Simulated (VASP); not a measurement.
Given:

```yaml
crystal:
  lattice:
    - [0.00000, 1.96907, 1.96907]
    - [1.96907, 0.00000, 1.96907]
    - [1.96907, 1.96907, 0.00000]
  atoms:
    - { symbol: Pd, position: [0.00000, 0.00000, 0.00000] }
```

Level of theory: PBE GGA, VASP's PBE PAW potentials (set 64) (plane waves; VASP). Run with 400 eV cut-off, 18×18×18 Γ-centred mesh, tetrahedra with Blöchl corrections, potentials Pd.

Question: Estimate the energy per atom (σ→0), band gap (on the k-mesh) with the smallest direct gap where there is one.

Answer: 
The band gap (on the k-mesh) comes out as none (metal, semimetal or under 0.01 eV). The energy per atom (σ→0) is -5.217 eV/atom.

The absolute energy has meaning only against runs of the same code, potentials and settings.

The compound is Pd in the fcc structure. It was relaxed first.
